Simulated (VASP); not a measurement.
All values below come from optB86b-vdW, VASP's PBE PAW potentials (set 64) (plane waves; VASP 6.6.1).

VASP ran on this input.

### KPOINTS
```
Automatic mesh
0
Gamma
18 18 18
0 0 0
```

### INCAR
```
AGGAC = 0.0
ALGO = Normal
EDIFF = 1E-7
ENCUT = 520
GGA = MK
ISIF = 2
ISMEAR = -5
LASPH = T
LCHARG = T
LMAXMIX = 4
LORBIT = 11
LREAL = F
LUSE_VDW = T
LWAVE = F
NEDOS = 601
NELM = 100
PARAM1 = 0.1234
PARAM2 = 1.0
PREC = Accurate
SYSTEM = Pd
```

**POSCAR**
```
Pd
1
   -0.0000000000     1.9528884919     1.9528884919
    1.9528884919     0.0000000000     1.9528884919
    1.9528884919     1.9528884919     0.0000000000
Pd
1
Direct
  0.0000000000   0.0000000000   0.0000000000
```

POTCAR, in this order: Pd (PBE.64 set). Program: vasp_std.

Q: What will the output report for the number of irreducible k-points (NKPTS), largest plane-wave count, number of space-group operations, FFT grid (NGX, NGY, NGZ)?

A: 
The number of irreducible k-points (NKPTS) comes out as 195 and the largest plane-wave count comes out as 412. The number of space-group operations comes out as 48 and the FFT grid (NGX, NGY, NGZ) is 24 × 24 × 24.

The compound is Pd in the fcc structure. It was relaxed first.
